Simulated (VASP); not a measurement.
These are r2SCAN meta-GGA, VASP's PBE PAW potentials (set 64) (plane waves; VASP) values and carry that method's errors.

A VASP calculation is set up with these files.

### INCAR
```
! general
SYSTEM   =  TiO2
PREC     =  Accurate
ENCUT    =  520
LREAL    =  F
LASPH    =  T   ! aspherical one-centre terms

! electronic loop
EDIFF    =  1E-6   ! SCF stop (eV)
NELM     =  100
ALGO     =  Normal   ! blocked Davidson
LMAXMIX  =  4
LMIXTAU  =  T

! smearing
ISMEAR   =  0   ! Gaussian
SIGMA    =  0.05   ! width (eV)

! functional
METAGGA  =  R2SCAN

! ions
IBRION   =  2   ! conjugate gradients
NSW      =  60   ! most ionic steps
ISIF     =  3   ! ions, shape and volume
EDIFFG   =  -0.02   ! ionic stop

! output
LWAVE    =  F
LCHARG   =  F
```

File POSCAR:
```
TiO2
1.0
  4.5947055636   0.0000000000   0.0000000000
  0.0000000000   4.5947055636   0.0000000000
  0.0000000000   0.0000000000   2.9437176444
Ti O
2 4
Cart
  0.0000000000   4.5947055636   0.0000000000
  2.2973527818   2.2973527818   1.4718588222
  1.3980491415   1.3980491415   2.9437176444
  3.6954019233   0.8993036403   1.4718588222
  0.8993036403   3.6954019233   1.4718588222
  3.1966564221   3.1966564221   0.0000000000
```

### KPOINTS
```
Automatic
0
G
  5 5 7
```

POTCAR, in this order: Ti_sv O (PBE.64 set). Program: vasp_std.

The resulting files:

### OUTCAR
```
 ion  position               nearest neighbor table
   1  0.000  0.000  0.000-   4 1.95   5 1.95   4 1.95   5 1.95   3 1.98   6 1.98
   2  0.500  0.500  0.500-   3 1.95   6 1.95   3 1.95   6 1.95   5 1.98   4 1.98
   3  0.304  0.304  0.000-   2 1.95   2 1.95   1 1.98
   4  0.804  0.196  0.500-   1 1.95   1 1.95   2 1.98
   5  0.196  0.804  0.500-   1 1.95   1 1.95   2 1.98
   6  0.696  0.696  0.000-   2 1.95   2 1.95   1 1.98
  LATTYP: Found a simple tetragonal cell.
 ALAT       =     4.5947055636
 C/A-ratio  =     0.6406760137
 Subroutine PRICEL returns:
 Original cell was already a primitive cell.
 Subroutine GETGRP returns: Found 16 space group operations
The static configuration has the point symmetry D_2h.
 The point group associated with its full space group is D_4h.
The dynamic configuration has the point symmetry D_2h.
 Subroutine INISYM returns: Found 16 space group operations
 Subroutine IBZKPT returns following result:
 Found     24 irreducible k-points:

 Following reciprocal coordinates:
            Coordinates               Weight
  0.000000  0.000000  0.000000      1.000000
  0.200000  0.000000  0.000000      4.000000
  0.400000  0.000000  0.000000      4.000000
...
```

OSZICAR:
```
       N       E                     dE             d eps       ncg     rms          rms(c)
DAV:   1     0.678951350506E+03    0.67895E+03   -0.25538E+04  1344   0.208E+03
DAV:   2     0.263790755611E+02   -0.65257E+03   -0.63289E+03  1456   0.602E+02
DAV:   3    -0.958160763987E+02   -0.12220E+03   -0.11803E+03  2112   0.225E+02
DAV:   4    -0.101636827527E+03   -0.58208E+01   -0.58144E+01  1804   0.517E+01
DAV:   5    -0.101889252286E+03   -0.25242E+00   -0.25235E+00  1932   0.924E+00    0.330E+01
DAV:   6    -0.722694316781E+02    0.29620E+02   -0.83696E+01  1652   0.110E+02    0.910E+00
DAV:   7    -0.686903795107E+02    0.35791E+01   -0.52691E+00  1772   0.167E+01    0.519E+00
DAV:   8    -0.736122270721E+02   -0.49218E+01   -0.23094E+00  1584   0.124E+01    0.262E+00
DAV:   9    -0.690280211428E+02    0.45842E+01   -0.13628E+00  1384   0.986E+00    0.934E-01
DAV:  10    -0.696313627084E+02   -0.60334E+00   -0.28501E-01  1688   0.488E+00    0.528E-01
DAV:  11    -0.696561688940E+02   -0.24806E-01   -0.10248E-02  1768   0.848E-01    0.368E-01
DAV:  12    -0.697820591596E+02   -0.12589E+00   -0.55401E-02  1464   0.247E+00    0.161E-01
DAV:  13    -0.697881309746E+02   -0.60718E-02   -0.95894E-03  1640   0.104E+00    0.406E-02
DAV:  14    -0.697898295070E+02   -0.16985E-02   -0.11656E-03  1756   0.328E-01    0.239E-02
DAV:  15    -0.697892689482E+02    0.56056E-03   -0.41776E-04  1496   0.193E-01    0.255E-02
DAV:  16    -0.697898815565E+02   -0.61261E-03   -0.52230E-04  1496   0.220E-01    0.882E-03
DAV:  17    -0.697899169992E+02   -0.35443E-04   -0.33504E-05  1380   0.630E-02    0.339E-03
DAV:  18    -0.697899197830E+02   -0.27838E-05   -0.19765E-06  1036   0.138E-02    0.264E-03
DAV:  19    -0.697899203443E+02   -0.56126E-06   -0.88735E-07   908   0.131E-02
   1 F= -.69789920E+02 E0= -.69789920E+02  d E =-.697899E+02
       N       E                     dE             d eps       ncg     rms          rms(c)
DAV:   1    -0.699364128017E+02   -0.14649E+00   -0.52071E+00  1880   0.272E+01    0.360E+00
DAV:   2    -0.698101259098E+02    0.12629E+00   -0.54571E-01  1528   0.749E+00    0.157E+00
DAV:   3    -0.697821099459E+02    0.28016E-01   -0.27615E-01  1624   0.338E+00    0.348E-01
DAV:   4    -0.697802905984E+02    0.18193E-02   -0.40911E-02  1472   0.152E+00    0.267E-01
DAV:   5    -0.697822612403E+02   -0.19706E-02   -0.17324E-03  1644   0.434E-01    0.184E-01
DAV:   6    -0.697848678669E+02   -0.26066E-02   -0.10412E-02  2068   0.653E-01    0.116E-01
DAV:   7    -0.697848371576E+02    0.30709E-04   -0.11712E-03  1936   0.340E-01    0.878E-02
DAV:   8    -0.697848361057E+02    0.10519E-05   -0.18406E-04  1732   0.143E-01    0.401E-02
DAV:   9    -0.697848805645E+02   -0.44459E-04   -0.76236E-05  1644   0.952E-02    0.208E-02
DAV:  10    -0.697848693429E+02    0.11222E-04   -0.34759E-05  1532   0.654E-02    0.714E-03
DAV:  11    -0.697848737922E+02   -0.44493E-05   -0.65610E-06  1524   0.254E-02    0.576E-03
DAV:  12    -0.697848735146E+02    0.27754E-06   -0.21406E-06  1036   0.179E-02
   2 F= -.69784874E+02 E0= -.69784874E+02  d E =0.504683E-02
       N       E                     dE             d eps       ncg     rms          rms(c)
DAV:   1    -0.698487806535E+02   -0.63907E-01   -0.18332E+00  1896   0.159E+01    0.216E+00
DAV:   2    -0.698029352542E+02    0.45845E-01   -0.18365E-01  1520   0.432E+00    0.926E-01
DAV:   3    -0.697938410824E+02    0.90942E-02   -0.93552E-02  1592   0.204E+00    0.210E-01
DAV:   4    -0.697927092047E+02    0.11319E-02   -0.12997E-02  1464   0.836E-01    0.139E-01
DAV:   5    -0.697935132209E+02   -0.80402E-03   -0.60953E-04  1784   0.243E-01    0.101E-01
DAV:   6    -0.697944573862E+02   -0.94417E-03   -0.34019E-03  2088   0.327E-01    0.748E-02
DAV:   7    -0.697945570956E+02   -0.99709E-04   -0.20550E-04  1768   0.144E-01    0.402E-02
DAV:   8    -0.697945605164E+02   -0.34208E-05   -0.72707E-05  1756   0.932E-02    0.162E-02
DAV:   9    -0.697945831943E+02   -0.22678E-04   -0.13070E-05  1832   0.373E-02    0.108E-02
DAV:  10    -0.697945819563E+02    0.12380E-05   -0.98179E-06  1532   0.336E-02    0.168E-03
DAV:  11    -0.697945859601E+02   -0.40038E-05   -0.18444E-06   880   0.162E-02    0.143E-03
DAV:  12    -0.697945856621E+02    0.29803E-06   -0.26826E-07   816   0.512E-03
   3 F= -.69794586E+02 E0= -.69794586E+02  d E =-.466532E-02
       N       E                     dE             d eps       ncg     rms          rms(c)
DAV:   1    -0.697949366671E+02   -0.35071E-03   -0.86659E-02  1344   0.264E+00    0.134E-01
DAV:   2    -0.697949486035E+02   -0.11936E-04   -0.29125E-03  1512   0.406E-01    0.787E-02
DAV:   3    -0.697948983094E+02    0.50294E-04   -0.25720E-04  1632   0.153E-01    0.269E-02
DAV:   4    -0.697948837143E+02    0.14595E-04   -0.72618E-05  1664   0.786E-02    0.788E-03
DAV:   5    -0.697948864518E+02   -0.27376E-05   -0.93293E-06  1304   0.304E-02    0.441E-03
DAV:   6    -0.697948854032E+02    0.10487E-05   -0.53964E-06  1276   0.242E-02    0.219E-03
DAV:   7    -0.697948878421E+02   -0.24390E-05   -0.23262E-06  1084   0.164E-02    0.831E-04
DAV:   8    -0.697948878595E+02   -0.17342E-07   -0.27187E-07   816   0.607E-03
   4 F= -.69794888E+02 E0= -.69794888E+02  d E =-.302197E-03
```

### OUTCAR
```
------------------------ aborting loop because EDIFF is reached ----------------------------------------
  FORCE on cell =-STRESS in cart. coord.  units (eV):
  Direction    XX          YY          ZZ          XY          YZ          ZX
  --------------------------------------------------------------------------------------
  Total       -0.0152274     -0.0152274      0.0282635      0.0000000      0.0000000      0.0000000
  in kB       -0.3891032     -0.3891032      0.7222145      0.0000000      0.0000000      0.0000000
  external PRESSURE =      -0.0186639 kB  Pullay stress =       0.0000000 kB
  volume of cell :       62.70
      direct lattice vectors                 reciprocal lattice vectors
     4.602330715 -0.000000000  0.000000000     0.217281213  0.000000000  0.000000000
     0.000000000  4.602330715  0.000000000     0.000000000  0.217281213  0.000000000
     0.000000000  0.000000000  2.960160710     0.000000000  0.000000000  0.337819496
 POSITION                                       TOTAL-FORCE (eV/Angst)
 -----------------------------------------------------------------------------------
      4.60233     -0.00000      0.00000         0.000000      0.000000      0.000000
      2.30117      2.30117      1.48008         0.000000      0.000000      0.000000
      1.40147      1.40147      2.96016         0.003503      0.003503      0.000000
      3.70263      0.89970      1.48008         0.003503     -0.003503     -0.000000
      0.89970      3.70263      1.48008        -0.003503      0.003503      0.000000
      3.20086      3.20086      0.00000        -0.003503     -0.003503     -0.000000
 -----------------------------------------------------------------------------------
    total drift:                                0.000000      0.000000      0.000000
  FREE ENERGIE OF THE ION-ELECTRON SYSTEM (eV)
  ---------------------------------------------------
  free  energy   TOTEN  =       -69.7948878595 eV

  energy  without entropy=      -69.7948878595  energy(sigma->0) =      -69.79488786

 reached required accuracy - stopping structural energy minimisation
```
(Selected blocks of OUTCAR.)

File CONTCAR:
```
TiO2
   1.00000000000000
     4.6023307149977306   -0.0000000000000000    0.0000000000000000
     0.0000000000000000    4.6023307149977306    0.0000000000000000
     0.0000000000000000    0.0000000000000000    2.9601607104074943
  Ti              O
     2     4
Direct
     1.0000000000000000    0.0000000000000000    0.0000000000000000
     0.5000000000000000    0.5000000000000000    0.5000000000000000
     0.3045125052620926    0.3045125052620926    1.0000000000000000
     0.8045125052620926    0.1954874947379074    0.5000000000000000
     0.1954874947379074    0.8045125052620926    0.5000000000000000
     0.6954874947379074    0.6954874947379074    0.0000000000000000
```

The compound is TiO2 in the rutile structure. This run relaxes it. Symmetry was kept, so distortions that lower it aren't found. The start is the result of an earlier pass.
